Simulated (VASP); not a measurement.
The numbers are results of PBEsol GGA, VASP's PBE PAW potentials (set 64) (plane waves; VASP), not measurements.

A VASP calculation is set up with these files.

**POSCAR**
```
Tc
3.6869460
 -0.6642237719   0.6642237719   0.3429483671
  0.6642237719  -0.6642237719   0.3429483671
  0.6642237719   0.6642237719  -0.3429483671
Tc
2
Cart
  0.0000000000   0.6642237719   0.1714741835
  0.6642237719  -0.6642237719   0.3429483671
```

INCAR:
```
SYSTEM = Tc
PREC = Accurate
ENCUT = 400
EDIFF = 1E-7
NELM = 100
ALGO = Normal
LREAL = .FALSE.
LASPH = .TRUE.
ISMEAR = -5
GGA = PS
LMAXMIX = 4
LWAVE = .FALSE.
LCHARG = .TRUE.
LORBIT = 11
NEDOS = 601
ISIF = 2
```

File KPOINTS:
```
Automatic mesh
0
Gamma
18 18 18
0 0 0
```

POTCAR, in this order: Tc_pv (PBE.64 set). Program: vasp_std.

Output of the run:

OUTCAR:
```
 ion  position               nearest neighbor table
   1  0.750  0.250  0.500-   2 2.53   2 2.53   2 2.53   2 2.53   2 3.10   2 3.10   2 3.10   2 3.10
  LATTYP: Found a body centered tetragonal cell.
 ALAT       =     4.8979143580
 C/A-ratio  =     0.5163145036
 Subroutine PRICEL returns:
 Original cell was already a primitive cell.
 Subroutine GETGRP returns: Found 16 space group operations
The static configuration has the point symmetry D_2d.
 The point group associated with its full space group is D_4h.
The dynamic configuration has the point symmetry D_2d.
 Subroutine INISYM returns: Found 16 space group operations
 Subroutine IBZKPT returns following result:
 Found    480 irreducible k-points:

 Following reciprocal coordinates:
            Coordinates               Weight
  0.000000  0.000000  0.000000      1.000000
  0.055556  0.000000  0.000000      8.000000
  0.111111  0.000000  0.000000      8.000000
  0.166667  0.000000  0.000000      8.000000
  0.222222  0.000000 -0.000000      8.000000
  0.277778  0.000000 -0.000000      8.000000
  0.333333  0.000000  0.000000      8.000000
  0.388889  0.000000  0.000000      8.000000
...
```

OSZICAR:
```
       N       E                     dE             d eps       ncg     rms          rms(c)
DAV:   1     0.259878210823E+03    0.25988E+03   -0.14408E+04 18024   0.127E+03
DAV:   2    -0.155066632428E+02   -0.27538E+03   -0.27266E+03 18008   0.403E+02
DAV:   3    -0.220337450827E+02   -0.65271E+01   -0.64306E+01 19694   0.718E+01
DAV:   4    -0.220992037934E+02   -0.65459E-01   -0.65295E-01 18316   0.694E+00
DAV:   5    -0.220999016144E+02   -0.69782E-03   -0.69902E-03 18648   0.638E-01    0.239E+01
DAV:   6    -0.209768385598E+02    0.11231E+01   -0.28899E+00 17600   0.160E+01    0.813E+00
DAV:   7    -0.208514224472E+02    0.12542E+00   -0.51342E-01 20369   0.610E+00    0.133E+00
DAV:   8    -0.208418082767E+02    0.96142E-02   -0.17791E-02 16727   0.142E+00    0.163E-01
DAV:   9    -0.208417559375E+02    0.52339E-04   -0.55567E-04 18615   0.236E-01    0.286E-02
DAV:  10    -0.208417383207E+02    0.17617E-04   -0.11387E-05 17871   0.306E-02    0.669E-03
DAV:  11    -0.208417364549E+02    0.18658E-05   -0.32079E-06 17449   0.165E-02    0.404E-03
DAV:  12    -0.208417358116E+02    0.64330E-06   -0.10730E-07  9215   0.373E-03    0.553E-04
DAV:  13    -0.208417356284E+02    0.18325E-06   -0.54214E-09  8488   0.674E-04    0.682E-05
DAV:  14    -0.208417355017E+02    0.12665E-06   -0.83398E-10  8378   0.257E-04    0.221E-05
DAV:  15    -0.208417354715E+02    0.30201E-07   -0.24032E-10  8338   0.126E-04
   1 F= -.20841735E+02 E0= -.20841735E+02  d E =0.000000E+00
```

### OUTCAR
```
------------------------ aborting loop because EDIFF is reached ----------------------------------------
  FORCE on cell =-STRESS in cart. coord.  units (eV):
  Direction    XX          YY          ZZ          XY          YZ          ZX
  --------------------------------------------------------------------------------------
  Total       -0.1210449     -0.1210449      0.0430614      0.0000000      0.0000000      0.0000000
  in kB       -6.3935081     -6.3935081      2.2744736      0.0000000      0.0000000      0.0000000
  external PRESSURE =      -3.5041809 kB  Pullay stress =       0.0000000 kB
  volume of cell :       30.33
      direct lattice vectors                 reciprocal lattice vectors
    -2.448957179  2.448957179  1.264432110     0.000000000  0.204168535  0.395434437
     2.448957179 -2.448957179  1.264432110     0.204168535  0.000000000  0.395434437
     2.448957179  2.448957179 -1.264432110     0.204168535  0.204168535  0.000000000
 POSITION                                       TOTAL-FORCE (eV/Angst)
 -----------------------------------------------------------------------------------
      0.00000      2.44896      0.63222        -0.000000      0.000000      0.000000
      0.00000      0.00000      0.00000         0.000000     -0.000000     -0.000000
 -----------------------------------------------------------------------------------
    total drift:                                0.000000      0.000000     -0.000000
  FREE ENERGIE OF THE ION-ELECTRON SYSTEM (eV)
  ---------------------------------------------------
  free  energy   TOTEN  =       -20.8417354715 eV

  energy  without entropy=      -20.8417354715  energy(sigma->0) =      -20.84173547

 total charge

# of ion       s       p       d       tot
------------------------------------------
    1        0.485   6.436   5.232  12.153
    2        0.485   6.436   5.232  12.153
--------------------------------------------------
tot          0.970  12.872  10.464  24.306
```
(Selected blocks of OUTCAR.)

For a metal the tetrahedron method with Blöchl corrections gives inexact stress and forces.

The structure was generated: Tc was put into the beta-Sn type (I4_1/amd), which need not be its known phase. It was relaxed first.
